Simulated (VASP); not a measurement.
Crystal: Al2SiF2.

```xyz
5
Lattice="3.5000 0.0000 0.0000 -1.7500 3.0311 0.0000 0.0000 0.0000 6.6000" Properties=species:S:1:pos:R:3 pbc="T T T"
Al    1.7500    1.0104    5.1150
Al    0.0000    2.0207    1.4850
Si    0.0000    0.0000    0.0000
F     0.0000    2.0207    4.3230
F     1.7500    1.0104    2.2770
```

The cell was built by a generator and needn't be a form met in nature.

| Item | Value |
| --- | --- |
| Program | VASP 6.6.1 |
| Task | relaxation of cell and atoms |
| Functional | PBE |
| Potentials or basis | VASP PAW PBE potentials, release 64 (Al, Si, F) |
| Cutoff | 520 eV |
| k mesh | 5 × 5 × 2 |
| Occupations | gaussian, width 0.15 eV |
| Spin | no spin polarisation |

At the start: pressure 4.4 GPa; volume 14.00 Å³/atom.

Q: How do energy, volume and symmetry change on relaxing?

A: Over 19 steps the energy falls by 145.8 meV/atom and the volume is 13.09 Å³/atom (-6.5 %); space group P-3m1 (No. 164, to 0.05 Å).

Step by step:
| step | energy change (eV) | largest force (eV/Å) | pressure (GPa) | volume (Å³) |
| --- | --- | --- | --- | --- |
| 1 | 0.0000 | 1.2452 | 4.45 | 70.02 |
| 2 | -0.2024 | 0.5027 | -0.93 | 74.01 |
| 3 | -0.2108 | 0.1533 | -4.07 | 76.26 |
| 4 | -0.2155 | 0.2597 | -3.08 | 75.50 |
| 5 | -0.3149 | 0.3650 | -2.15 | 73.57 |
| 6 | -0.5051 | 0.8750 | 1.51 | 67.60 |
| 7 | -0.5648 | 0.5202 | -0.45 | 67.03 |
| 8 | -0.6304 | 0.4906 | -1.67 | 66.19 |
| 9 | -0.5033 | 1.3566 | -2.67 | 64.23 |
| 10 | -0.6424 | 0.4430 | -1.99 | 65.87 |
| 11 | -0.6434 | 0.4574 | -1.74 | 65.74 |
| 12 | -0.6664 | 0.3931 | -0.22 | 64.45 |
| 13 | -0.6699 | 0.5055 | 1.12 | 63.68 |
| 14 | -0.6914 | 0.3343 | 0.57 | 63.62 |
| 15 | -0.7053 | 0.2494 | 0.31 | 63.50 |
| 16 | -0.7165 | 0.1274 | 0.55 | 63.75 |
| 17 | -0.7247 | 0.0689 | 1.14 | 64.12 |
| 18 | -0.7250 | 0.0828 | 1.49 | 64.21 |
| 19 | -0.7289 | 0.0229 | -0.34 | 65.46 |

Final structure:
```yaml
crystal:
  lattice:
    - [3.04705, 0.00000, 0.00000]
    - [-1.52353, 2.63882, 0.00000]
    - [0.00000, 0.00000, 8.14174]
  atoms:
    - { symbol: Al, position: [0.66667, 0.33333, 0.77527] }
    - { symbol: Al, position: [0.33333, 0.66667, 0.22473] }
    - { symbol: Si, position: [0.00000, 0.00000, 0.00000] }
    - { symbol: F, position: [0.33333, 0.66667, 0.63427] }
    - { symbol: F, position: [0.66667, 0.33333, 0.36573] }
```

Caveat: the k mesh is coarse (spacing up to 0.48 Å⁻¹), so the values aren't converged.
